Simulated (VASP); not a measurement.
Energy against volume of Os (hcp). Computed with vdW-DF2, VASP's PBE PAW potentials (set 64) (plane waves; VASP 6.6.1). Settings: 520 eV cut-off, 15×15×8 Γ-centred mesh, first-order Methfessel-Paxton smearing of 0.10 eV, potentials Os.

Shape and ions are relaxed at each volume.

```csv
V (Å³/atom),E (eV/atom)
14.911,-7.18972
15.372,-7.20462
15.833,-7.19172
16.295,-7.15564
```

Q: Fit these four points and predict the energy of the run at 14.450 Å³/atom.

A: A cubic in V^(−2/3), the third-order Birch-Murnaghan form, passes through the four points with V0 = 15.37 Å³/atom and B0 = 321 GPa, and gives -7.1413 eV/atom there. The run gave -7.1416 eV/atom, -0.2 meV/atom from the fit; all five points give B0 = 321 GPa.

The compound is Os in the hcp structure. It was relaxed first, which changed the volume by +10 %.
